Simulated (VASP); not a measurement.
Calculation: PBE GGA with spin-orbit coupling, VASP's PBE PAW potentials (set 64) (plane waves; VASP).

VASP ran on this input.

POSCAR:
```
PbO2
1
    5.0687934915    -0.0000000000     0.0000000000
   -0.0000000000     5.0687934915     0.0000000000
    0.0000000000     0.0000000000     3.4552715644
Pb O
2 4
Direct
  1.0000000000   0.0000000000   0.0000000000
  0.5000000000   0.5000000000   0.5000000000
  0.3077796410   0.3077796410   0.0000000000
  0.8077796410   0.1922203590   0.5000000000
  0.1922203590   0.8077796410   0.5000000000
  0.6922203590   0.6922203590   1.0000000000
```

### INCAR
```
SYSTEM=PbO2
PREC=Accurate; ENCUT=520; LREAL=F
LASPH=T
EDIFF=1E-6; NELM=100; ALGO=Normal
LMAXMIX=4
ISMEAR=0; SIGMA=0.05
GGA=PE; GGA_COMPAT=F
MAGMOM=0 0 0 0 0 0 0 0 0 0 0 0 0 0 0 0 0 0
LSORBIT=T
LWAVE=F; LCHARG=F
```

### KPOINTS
```
Automatic mesh
0
Gamma
4 4 6
0 0 0
```

**KPOINTS_OPT**
```
k-points along high-symmetry lines
5
Line-mode
Reciprocal
  0.000000   0.000000   0.000000 ! GAMMA
  0.000000   0.500000   0.000000 ! X

  0.000000   0.500000   0.000000 ! X
  0.500000   0.500000   0.000000 ! M

  0.500000   0.500000   0.000000 ! M
  0.000000   0.000000   0.000000 ! GAMMA

  0.000000   0.000000   0.000000 ! GAMMA
  0.000000   0.000000   0.500000 ! Z

  0.000000   0.000000   0.500000 ! Z
  0.000000   0.500000   0.500000 ! R

  0.000000   0.500000   0.500000 ! R
  0.500000   0.500000   0.500000 ! A

  0.500000   0.500000   0.500000 ! A
  0.000000   0.000000   0.500000 ! Z

  0.000000   0.500000   0.000000 ! X
  0.000000   0.500000   0.500000 ! R

  0.500000   0.500000   0.000000 ! M
  0.500000   0.500000   0.500000 ! A
```

POTCAR, in this order: Pb_d O (PBE.64 set). Program: vasp_ncl.

Question: What does the run give for the energy per atom (σ→0), band gap (over mesh and band path)?

Answer: 
```json
{
  "energy per atom (σ→0)": "-5.430 eV/atom",
  "band gap (over mesh and band path)": "none (metal, semimetal or under 0.01 eV)"
}
```

OSZICAR:
```
...
DAV:  12    -0.325808972043E+02   -0.11677E-05   -0.11666E-04  4304   0.162E-01    0.858E-03
DAV:  13    -0.325808994748E+02   -0.22706E-05   -0.38250E-05  4986   0.737E-02    0.107E-02
DAV:  14    -0.325808980400E+02    0.14348E-05   -0.54342E-06  4056   0.262E-02    0.587E-03
DAV:  15    -0.325808968186E+02    0.12214E-05   -0.26332E-06  3232   0.188E-02    0.469E-04
DAV:  16    -0.325808969188E+02   -0.10027E-06   -0.33680E-07  1878   0.458E-03
   1 F= -.32580897E+02 E0= -.32580864E+02  d E =-.658099E-04  mag=    -0.0000     0.0000     0.0000
       N       E                     dE             ncg
       N       E                     dE             ncg
```

The compound is PbO2 in the rutile structure. It was relaxed first, which changed the volume by +6 %. The k-mesh is coarse (spacing up to 0.31 per Å, 2π included), so the numbers may not be converged in it.
